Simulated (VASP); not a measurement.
Consider the following.

```
CELL_PARAMETERS angstrom
      4.93232    -8.54303     0.00000
      4.93232     8.54303     0.00000
      0.00000     0.00000    10.58478
ATOMIC_POSITIONS crystal
  Zn 0.22415 0.11191 0.25195
  Zn 0.11077 0.22119 0.00030
  Zn 0.22400 0.11092 0.74757
  Zn 0.11329 0.22028 0.50178
  Zn 0.22121 0.44297 0.25027
  Zn 0.11129 0.55573 0.00165
  Zn 0.22149 0.44326 0.75191
  Zn 0.11073 0.55457 0.50104
  Zn 0.22247 0.77813 0.25104
  Zn 0.11130 0.88866 0.00091
  Zn 0.22240 0.77795 0.75041
  Zn 0.11478 0.89252 0.49969
  Zn 0.55461 0.11193 0.25204
  Zn 0.44329 0.21984 0.99249
  Zn 0.55395 0.11095 0.74773
  Zn 0.55442 0.44184 0.23404
  Zn 0.44385 0.55657 0.00023
  Zn 0.55417 0.44144 0.75088
  Zn 0.43594 0.56152 0.50559
  Zn 0.55547 0.77894 0.25148
  Zn 0.44418 0.88872 0.00091
  Zn 0.55638 0.77885 0.75136
  Zn 0.44470 0.89259 0.49964
  Zn 0.88942 0.11202 0.25166
  Zn 0.77727 0.22127 0.00038
  Zn 0.88868 0.11052 0.75075
  Zn 0.77411 0.22035 0.50171
  Zn 0.88873 0.44304 0.25025
  Zn 0.77968 0.55659 0.00026
  Zn 0.88878 0.44334 0.75192
  Zn 0.79265 0.56165 0.50561
  Zn 0.89029 0.77901 0.25150
  Zn 0.77801 0.88914 0.00185
  Zn 0.88931 0.77883 0.75134
  Zn 0.77806 0.88929 0.49967
  O  0.20177 0.10127 0.43327
  O  0.11071 0.22209 0.18923
  O  0.21883 0.10897 0.94024
  O  0.11063 0.22210 0.69071
  O  0.22130 0.44271 0.44031
  O  0.11110 0.55528 0.19135
  O  0.22207 0.44436 0.94088
  O  0.11086 0.55478 0.69052
  O  0.22154 0.77614 0.44124
  O  0.11100 0.88770 0.18956
  O  0.22197 0.77709 0.93982
  O  0.11007 0.88742 0.68962
  O  0.56652 0.10135 0.43333
  O  0.44335 0.21993 0.18573
  O  0.55703 0.10910 0.94034
  O  0.44453 0.22210 0.71278
  O  0.44375 0.55572 0.19109
  O  0.55708 0.44713 0.94389
  O  0.44499 0.55525 0.69140
  O  0.55529 0.77673 0.44089
  O  0.44348 0.88773 0.18959
  O  0.55607 0.77791 0.94054
  O  0.44421 0.88748 0.68964
  O  0.88969 0.11228 0.44132
  O  0.77821 0.22215 0.18928
  O  0.88871 0.11065 0.94006
  O  0.77843 0.22223 0.69070
  O  0.88840 0.44283 0.44026
  O  0.77889 0.55580 0.19108
  O  0.88923 0.44439 0.94090
  O  0.77716 0.55524 0.69140
  O  0.88841 0.77686 0.44088
  O  0.77792 0.88907 0.19178
  O  0.88870 0.77791 0.94051
  O  0.77770 0.88859 0.68971
  F  0.56887 0.47070 0.43096
```
Cell charge +1.

Method: PBE GGA, VASP's PBE PAW potentials (set 64) (plane waves; VASP). Settings: PREC = Normal, LREAL = Auto, ISYM = 0, NELECT = 636.0, 400 eV cut-off, 1×1×1 Γ-centred mesh, Gaussian smearing of 0.050 eV, potentials Zn O F. Starting moments (MAGMOM): 71*0.0282. The cell's moment is fixed (NUPDOWN = 2).

At this cut-off the stress carries a Pulay error, which pulls relaxed volumes low. The cell is charged, with a uniform compensating background.  The supercell is sampled at Γ alone, which is coarse: total energies, pressure and levels can be off, energies of defects by several tenths of an eV.

Problem. Estimate the cell moment, energy per atom (σ→0), pressure.

Solution. 
```json
{
 "cell_moment": "2.00 μB",
 "energy per atom (σ→0)": "-4.422 eV/atom",
 "pressure": "-5.28 GPa"
}
```

Problem. Give the moment on each site (PAW-sphere projection).

Solution. 
```
site  moment (μB)
----  -----------
Zn1          0.02
Zn2          0.01
Zn3          0.02
Zn4          0.03
Zn5          0.01
Zn6          0.01
Zn7          0.01
Zn8          0.01
Zn9          0.01
Zn10         0.01
Zn11         0.01
Zn12         0.02
Zn13         0.02
Zn14         0.01
Zn15         0.02
Zn16         0.01
Zn17         0.01
Zn18         0.02
Zn19         0.00
Zn20         0.01
Zn21         0.01
Zn22         0.01
Zn23         0.02
Zn24         0.01
Zn25         0.01
Zn26         0.01
Zn27         0.03
Zn28         0.01
Zn29         0.01
Zn30         0.01
Zn31         0.00
Zn32         0.01
Zn33         0.01
Zn34         0.01
Zn35         0.01
O36          0.19
O37          0.04
O38          0.04
O39          0.04
O40          0.02
O41          0.02
O42          0.02
O43          0.03
O44          0.03
O45          0.03
O46          0.02
O47          0.03
O48          0.19
O49          0.04
O50          0.04
O51          0.11
O52          0.02
O53          0.03
O54          0.02
O55          0.04
O56          0.03
O57          0.02
O58          0.03
O59          0.09
O60          0.04
O61          0.03
O62          0.04
O63          0.02
O64          0.02
O65          0.02
O66          0.02
O67          0.04
O68          0.02
O69          0.02
O70          0.02
F71          0.00
```

Total energies compare only between runs with the same potentials, cut-off and functional.

The cell is a supercell with a defect, built from ZnO (wurtzite): F_O-vac_Zn, charge +1.
